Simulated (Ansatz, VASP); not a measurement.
# Two plane-wave programs on KCdF3

```xyz
5
Lattice="4.3821 0.0000 0.0000 0.0000 4.3821 0.0000 0.0000 0.0000 4.3821" Properties=species:S:1:pos:R:3 pbc="T T T"
K     0.0000    0.0000    0.0000
Cd    2.1910    2.1910    2.1910
F     0.0000    2.1910    2.1910
F     2.1910    0.0000    2.1910
F     2.1910    2.1910    0.0000
```

The cell comes from a database or a generator and needn't be the stable form of this composition.

Alike in both runs: task single point; functional LDA; k mesh 4 × 4 × 4; occupations gaussian, width 0.1 eV; no spin polarisation.

|  | VASP | Ansatz |
| --- | --- | --- |
| version | VASP 6.6.1 | Ansatz 0.2.0 |
| potentials or method | VASP PAW LDA potentials, release 64 (K_sv, Cd, F) | scalar-relativistic, plane waves, PAW |
| plane-wave cutoff (eV) | 520 | 420 |
| valence electrons in the cell | 42 | 50 |

```tsv
	VASP	Ansatz	Ansatz less VASP
gap on the k mesh at the Fermi level (eV)	2.80	2.81	+0.011
least direct gap on the mesh (eV)	4.59	4.61	+0.026
pressure (GPa)	-2.9	-3.5	-0.66
```

The two sets of potentials don't hold the same shells in valence.

A k mesh can miss the band edges. Expect the measured gap to be larger: semilocal functionals such as LDA lack the derivative discontinuity.
